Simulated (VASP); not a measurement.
An input for Ansatz (written as the equivalent of a VASP run, and not itself run):

Ansatz 0.2 input:
```yaml
crystal:
  lattice:
    - [2.7926733, 0.0000000, 0.0000000]
    - [0.0000000, 2.7926733, 0.0000000]
    - [0.0000000, 0.0000000, 2.7926733]
  atoms:
    - { symbol: Ga, position: [0.5000000, 0.5000000, 0.5000000] }
    - { symbol: Co, position: [0.0000000, 0.0000000, 0.0000000] }
kpoints:
  mp_grid: { grid: [13, 13, 13] }
hamiltonian:
  xc: pbe
  dispersion: d3bj
  pseudopotentials: { kind: paw }
scf:
  occupations: { method: methfessel_paxton, width: 0.1 }
  max_iter: 100
output: { forces: true, stress: true, eigenvalues: true }
```

**Question.** Write the VASP files for the same calculation (PBE-D3(BJ)).

**Answer.** One answer among several that fit: 
KPOINTS:
```
Automatic mesh
0
gamma
13 13 13
```

File POSCAR:
```
CoGa
1
    2.7926732779     0.0000000000     0.0000000000
    0.0000000000     2.7926732779     0.0000000000
    0.0000000000     0.0000000000     2.7926732779
Ga Co
1 1
Direct
  0.5000000000   0.5000000000   0.5000000000
  0.0000000000   0.0000000000   0.0000000000
```

### INCAR
```
# general
SYSTEM   =  CoGa
PREC     =  Accurate
ENCUT    =  520
LREAL    =  F
LASPH    =  T   # aspherical one-centre terms

# electronic loop
EDIFF    =  1E-7
NELM     =  100   # most electronic steps
ALGO     =  Normal   # blocked Davidson
LMAXMIX  =  4   # l cut-off of mixed one-centre charges

# smearing
ISMEAR   =  1
SIGMA    =  0.1

# functional
GGA      =  PE   # PBE
IVDW     =  12   # D3, Becke-Johnson

# ions
ISIF     =  2

# output
LWAVE    =  F
LCHARG   =  F
```

POTCAR, in this order: Ga_d Co (PBE.64 set). Program: vasp_std.

Limits of the translation: each code has its own PAW files, so the cut-off isn't converted (ENCUT is set for VASP's; basis.ecutwfc is left out, and Ansatz then takes the one that its files recommend); Ansatz stops its SCF on the density residual and VASP on the energy change (EDIFF).

The compound is CoGa in the CsCl type structure. This cell is one point of a volume scan, at 0.94 of the reference volume.
